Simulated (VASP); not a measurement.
These are PBEsol GGA, VASP's PBE PAW potentials (set 64) (plane waves; VASP 6.6.1) values and carry that method's errors.

A VASP calculation is set up with these files.

### KPOINTS
```
Automatic mesh
0
Gamma
7 7 6
0 0 0
```

### INCAR
```
SYSTEM = SnO
PREC = Accurate; ENCUT = 520; LREAL = F
LASPH = T
EDIFF = 1E-6; NELM = 100; ALGO = Normal
LMAXMIX = 4
ISMEAR = 1; SIGMA = 0.1
GGA = PS
IBRION = 2; NSW = 60; ISIF = 3
EDIFFG = -0.02
LWAVE = F; LCHARG = F
```

**POSCAR**
```
SnO
1
    3.7921574055     0.0000000000     0.0000000000
    0.0000000000     3.7921574055    -0.0000000000
    0.0000000000     0.0000000000     4.6980335299
Sn O
2 2
Direct
  0.5000000000   0.0000000000   0.2484816096
  0.0000000000   0.5000000000   0.7515183904
  0.0000000000   0.0000000000   1.0000000000
  0.5000000000   0.5000000000   0.0000000000
```

POTCAR, in this order: Sn_d O (PBE.64 set). Program: vasp_std.

The run wrote:

OSZICAR:
```
       N       E                     dE             d eps       ncg     rms          rms(c)
DAV:   1     0.396565926629E+03    0.39657E+03   -0.20712E+04  1944   0.259E+03
DAV:   2     0.267647813095E+02   -0.36980E+03   -0.36309E+03  2088   0.581E+02
DAV:   3    -0.252237239868E+02   -0.51989E+02   -0.51482E+02  2256   0.193E+02
DAV:   4    -0.273695285585E+02   -0.21458E+01   -0.21425E+01  2240   0.424E+01
DAV:   5    -0.274234996116E+02   -0.53971E-01   -0.53967E-01  2384   0.699E+00    0.108E+01
DAV:   6    -0.242690705120E+02    0.31544E+01   -0.21154E+01  3264   0.504E+01    0.462E+00
DAV:   7    -0.242420088266E+02    0.27062E-01   -0.19707E+00  2192   0.920E+00    0.247E+00
DAV:   8    -0.242313285117E+02    0.10680E-01   -0.53157E-01  2776   0.510E+00    0.100E+00
DAV:   9    -0.242084586147E+02    0.22870E-01   -0.16031E-01  2976   0.397E+00    0.236E-01
DAV:  10    -0.242104259737E+02   -0.19674E-02   -0.20672E-02  2840   0.136E+00    0.223E-01
DAV:  11    -0.242092471652E+02    0.11788E-02   -0.69952E-03  2992   0.802E-01    0.230E-02
DAV:  12    -0.242093380749E+02   -0.90910E-04   -0.84249E-04  2032   0.178E-01    0.474E-02
DAV:  13    -0.242093172467E+02    0.20828E-04   -0.57314E-05  3008   0.787E-02    0.179E-02
DAV:  14    -0.242093115144E+02    0.57322E-05   -0.31025E-05  2744   0.407E-02    0.357E-03
DAV:  15    -0.242093116818E+02   -0.16733E-06   -0.21400E-06  1768   0.105E-02
   1 F= -.24209312E+02 E0= -.24209132E+02  d E =-.242093E+02
       N       E                     dE             d eps       ncg     rms          rms(c)
DAV:   1    -0.242112552182E+02   -0.19437E-02   -0.55773E-01  2320   0.507E+00    0.292E-01
DAV:   2    -0.242115985180E+02   -0.34330E-03   -0.17799E-02  2720   0.123E+00    0.149E-01
DAV:   3    -0.242110579425E+02    0.54058E-03   -0.14154E-03  2688   0.611E-01    0.574E-02
DAV:   4    -0.242110239831E+02    0.33959E-04   -0.37655E-04  2904   0.199E-01    0.172E-02
DAV:   5    -0.242110209943E+02    0.29888E-05   -0.30675E-05  2320   0.752E-02    0.777E-03
DAV:   6    -0.242110202728E+02    0.72154E-06   -0.10106E-06  1224   0.140E-02
   2 F= -.24211020E+02 E0= -.24210858E+02  d E =-.170859E-02
       N       E                     dE             d eps       ncg     rms          rms(c)
DAV:   1    -0.242112572298E+02   -0.23624E-03   -0.14508E-01  2312   0.257E+00    0.147E-01
DAV:   2    -0.242113538129E+02   -0.96583E-04   -0.46405E-03  2792   0.630E-01    0.768E-02
DAV:   3    -0.242112103253E+02    0.14349E-03   -0.32337E-04  2640   0.309E-01    0.291E-02
DAV:   4    -0.242112005737E+02    0.97516E-05   -0.98469E-05  2920   0.104E-01    0.823E-03
DAV:   5    -0.242111994197E+02    0.11541E-05   -0.91882E-06  2184   0.423E-02    0.381E-03
DAV:   6    -0.242111991188E+02    0.30088E-06   -0.28167E-07  1064   0.767E-03
   3 F= -.24211199E+02 E0= -.24211091E+02  d E =-.188744E-02
       N       E                     dE             d eps       ncg     rms          rms(c)
DAV:   1    -0.242258584400E+02   -0.14659E-01   -0.45694E-01  2384   0.980E+00    0.782E-01
DAV:   2    -0.242144641983E+02    0.11394E-01   -0.58147E-02  2568   0.264E+00    0.263E-01
DAV:   3    -0.242124477675E+02    0.20164E-02   -0.52855E-03  2448   0.148E+00    0.111E-01
DAV:   4    -0.242120874047E+02    0.36036E-03   -0.15827E-03  2872   0.653E-01    0.349E-02
DAV:   5    -0.242120655303E+02    0.21874E-04   -0.35662E-04  2664   0.197E-01    0.179E-02
DAV:   6    -0.242120570861E+02    0.84443E-05   -0.27196E-05  2928   0.562E-02    0.807E-03
DAV:   7    -0.242120564314E+02    0.65469E-06   -0.30283E-06  1616   0.242E-02
   4 F= -.24212056E+02 E0= -.24212070E+02  d E =-.857313E-03
       N       E                     dE             d eps       ncg     rms          rms(c)
DAV:   1    -0.242161398605E+02   -0.40828E-02   -0.13458E-01  2384   0.528E+00    0.425E-01
DAV:   2    -0.242127921974E+02    0.33477E-02   -0.17082E-02  2568   0.143E+00    0.143E-01
DAV:   3    -0.242121981028E+02    0.59409E-03   -0.15543E-03  2448   0.803E-01    0.604E-02
DAV:   4    -0.242120908331E+02    0.10727E-03   -0.46574E-04  2872   0.353E-01    0.190E-02
DAV:   5    -0.242120826384E+02    0.81947E-05   -0.10543E-04  2672   0.107E-01    0.978E-03
DAV:   6    -0.242120796935E+02    0.29449E-05   -0.77576E-06  2200   0.309E-02    0.425E-03
DAV:   7    -0.242120794616E+02    0.23195E-06   -0.13405E-06  1296   0.132E-02
   5 F= -.24212079E+02 E0= -.24212155E+02  d E =-.880343E-03
       N       E                     dE             d eps       ncg     rms          rms(c)
DAV:   1    -0.242126580896E+02   -0.57840E-03   -0.18146E-02  2392   0.193E+00    0.156E-01
DAV:   2    -0.242122015713E+02    0.45652E-03   -0.23184E-03  2576   0.527E-01    0.529E-02
DAV:   3    -0.242121203347E+02    0.81237E-04   -0.20996E-04  2448   0.299E-01    0.223E-02
DAV:   4    -0.242121078230E+02    0.12512E-04   -0.63437E-05  2872   0.130E-01    0.701E-03
DAV:   5    -0.242121087366E+02   -0.91367E-06   -0.14581E-05  2632   0.399E-02    0.366E-03
DAV:   6    -0.242121087335E+02    0.31532E-08   -0.83517E-07   992   0.117E-02
   6 F= -.24212109E+02 E0= -.24212163E+02  d E =-.909615E-03
       N       E                     dE             d eps       ncg     rms          rms(c)
DAV:   1    -0.242127777289E+02   -0.66899E-03   -0.17660E-02  2264   0.140E+00    0.136E-01
DAV:   2    -0.242124040522E+02    0.37368E-03   -0.13780E-03  2408   0.408E-01    0.674E-02
DAV:   3    -0.242123082361E+02    0.95816E-04   -0.14742E-04  2448   0.226E-01    0.302E-02
DAV:   4    -0.242122849056E+02    0.23331E-04   -0.43659E-05  2992   0.103E-01    0.626E-03
DAV:   5    -0.242122841997E+02    0.70583E-06   -0.14455E-05  2552   0.469E-02    0.343E-03
DAV:   6    -0.242122838736E+02    0.32616E-06   -0.19179E-06  1176   0.130E-02
   7 F= -.24212284E+02 E0= -.24212329E+02  d E =-.175140E-03
       N       E                     dE             d eps       ncg     rms          rms(c)
DAV:   1    -0.242169873809E+02   -0.47032E-02   -0.15898E-01  2264   0.421E+00    0.410E-01
DAV:   2    -0.242136005808E+02    0.33868E-02   -0.12466E-02  2392   0.120E+00    0.201E-01
DAV:   3    -0.242127418745E+02    0.85871E-03   -0.12963E-03  2432   0.663E-01    0.906E-02
DAV:   4    -0.242125378723E+02    0.20400E-03   -0.38577E-04  2920   0.310E-01    0.188E-02
DAV:   5    -0.242125360204E+02    0.18519E-05   -0.13172E-04  2632   0.141E-01    0.105E-02
DAV:   6    -0.242125339402E+02    0.20802E-05   -0.20584E-05  2416   0.391E-02    0.361E-03
DAV:   7    -0.242125339119E+02    0.28293E-07   -0.18946E-06  1200   0.121E-02
   8 F= -.24212534E+02 E0= -.24212552E+02  d E =-.425178E-03
       N       E                     dE             d eps       ncg     rms          rms(c)
DAV:   1    -0.242127644123E+02   -0.23047E-03   -0.19886E-02  2296   0.117E+00    0.885E-02
DAV:   2    -0.242127145654E+02    0.49847E-04   -0.78300E-04  2744   0.347E-01    0.507E-02
DAV:   3    -0.242126533055E+02    0.61260E-04   -0.84513E-05  2928   0.155E-01    0.947E-03
DAV:   4    -0.242126547790E+02   -0.14734E-05   -0.25531E-05  2184   0.496E-02    0.432E-03
DAV:   5    -0.242126548670E+02   -0.88063E-07   -0.77686E-07  1080   0.107E-02
   9 F= -.24212655E+02 E0= -.24212671E+02  d E =-.120955E-03
       N       E                     dE             d eps       ncg     rms          rms(c)
DAV:   1    -0.242128939441E+02   -0.23917E-03   -0.33559E-02  2288   0.152E+00    0.115E-01
DAV:   2    -0.242128091329E+02    0.84811E-04   -0.13152E-03  2760   0.449E-01    0.659E-02
DAV:   3    -0.242127055778E+02    0.10356E-03   -0.14203E-04  2944   0.200E-01    0.123E-02
DAV:   4    -0.242127078073E+02   -0.22295E-05   -0.41685E-05  2168   0.631E-02    0.554E-03
DAV:   5    -0.242127079177E+02   -0.11036E-06   -0.12850E-06  1144   0.138E-02
  10 F= -.24212708E+02 E0= -.24212722E+02  d E =-.174006E-03
```

### OUTCAR
```
------------------------ aborting loop because EDIFF is reached ----------------------------------------
  FORCE on cell =-STRESS in cart. coord.  units (eV):
  Direction    XX          YY          ZZ          XY          YZ          ZX
  --------------------------------------------------------------------------------------
  Total        0.0560193      0.0560193      0.0392840      0.0000000      0.0000000      0.0000000
  in kB        1.3118971      1.3118971      0.9199800      0.0000000      0.0000000      0.0000000
  external PRESSURE =       1.1812581 kB  Pullay stress =       0.0000000 kB
  volume of cell :       68.41
      direct lattice vectors                 reciprocal lattice vectors
     3.805385046  0.000000000  0.000000000     0.262785497  0.000000000  0.000000000
     0.000000000  3.805385046  0.000000000     0.000000000  0.262785497  0.000000000
     0.000000000 -0.000000000  4.724446422     0.000000000 -0.000000000  0.211665010
 POSITION                                       TOTAL-FORCE (eV/Angst)
 -----------------------------------------------------------------------------------
      1.90269     -0.00000      1.15553         0.000000      0.000000     -0.010869
      0.00000      1.90269      3.56892         0.000000     -0.000000      0.010869
      0.00000      0.00000      0.00000         0.000000     -0.000000      0.000000
      1.90269      1.90269      4.72445         0.000000      0.000000      0.000000
 -----------------------------------------------------------------------------------
    total drift:                                0.000000     -0.000000      0.000000
  FREE ENERGIE OF THE ION-ELECTRON SYSTEM (eV)
  ---------------------------------------------------
  free  energy   TOTEN  =       -24.2127079177 eV

  energy  without entropy=      -24.2127494675  energy(sigma->0) =      -24.21272177

 reached required accuracy - stopping structural energy minimisation
```
(Selected blocks of OUTCAR.)

File CONTCAR:
```
SnO
   1.00000000000000
     3.8053850459556999    0.0000000000000000    0.0000000000000000
     0.0000000000000000    3.8053850459556999    0.0000000000000000
     0.0000000000000000   -0.0000000000000000    4.7244464224768157
  Sn              O
     2     2
Direct
     0.5000000000000000    0.0000000000000000    0.2445847157786777
     0.0000000000000000    0.5000000000000000    0.7554152842213224
     0.0000000000000000    0.0000000000000000    0.0000000000000000
     0.5000000000000000    0.5000000000000000    1.0000000000000000
```

Without a dispersion term in the relaxation, distances and binding between the weakly bound layers, chains or molecules are unreliable, and so is what depends on them.

The structure comes from a measured SnO entry (P4/nmm) of the Crystallography Open Database, whose conditions weren't checked. This run relaxes it. Symmetry was kept, so distortions that lower it aren't found. The start is the result of an earlier pass.
